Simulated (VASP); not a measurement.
OSZICAR of a VASP run on Be3CdS4 (ordered alloy cell):

OSZICAR:
```
       N       E                     dE             d eps       ncg     rms          rms(c)
DAV:   1     0.201108727397E+03    0.20111E+03   -0.16792E+04  2600   0.116E+03
DAV:   2    -0.239821931820E+02   -0.22509E+03   -0.22052E+03  3160   0.268E+02
DAV:   3    -0.388249328086E+02   -0.14843E+02   -0.14799E+02  3282   0.757E+01
DAV:   4    -0.390528939284E+02   -0.22796E+00   -0.22758E+00  3456   0.996E+00
DAV:   5    -0.390575490163E+02   -0.46551E-02   -0.46520E-02  3430   0.137E+00    0.134E+01
DAV:   6    -0.377765600146E+02    0.12810E+01   -0.26844E+00  3348   0.221E+01    0.100E+01
DAV:   7    -0.376768193790E+02    0.99741E-01   -0.20453E+00  3292   0.843E+00    0.345E+00
DAV:   8    -0.376495411697E+02    0.27278E-01   -0.39801E-01  3214   0.605E+00    0.137E+00
DAV:   9    -0.376494404389E+02    0.10073E-03   -0.37222E-02  3288   0.202E+00    0.528E-01
DAV:  10    -0.376482151601E+02    0.12253E-02   -0.10467E-02  3234   0.857E-01    0.209E-01
DAV:  11    -0.376482398950E+02   -0.24735E-04   -0.12145E-03  3348   0.306E-01    0.821E-02
DAV:  12    -0.376482528316E+02   -0.12937E-04   -0.14257E-04  3504   0.754E-02    0.511E-02
DAV:  13    -0.376482694141E+02   -0.16582E-04   -0.11058E-04  3338   0.943E-02    0.140E-02
DAV:  14    -0.376482694783E+02   -0.64249E-07   -0.28631E-05  3266   0.392E-02    0.193E-02
DAV:  15    -0.376482696189E+02   -0.14058E-06   -0.13575E-06  3424   0.696E-03    0.191E-02
DAV:  16    -0.376482695680E+02    0.50934E-07   -0.16259E-07  2314   0.226E-03
   1 F= -.37648270E+02 E0= -.37648270E+02  d E =0.000000E+00
```

Question: Which electronic solver shows in the log?

Answer: It is blocked Davidson (ALGO = Normal, or the opening steps of other solvers). The INCAR had ALGO = Normal.

Question: Can the final energy be trusted as converged?

Answer: The calculation finished and met its thresholds. It stopped with EDIFF = 1E-7, NELM = 100 (PBEsol GGA, plane waves, VASP's PBE PAW potentials (set 64)).

The structure was generated: Be3CdS4 was put into an ordered model structure (R3m), which need not be its known phase. It was relaxed first.
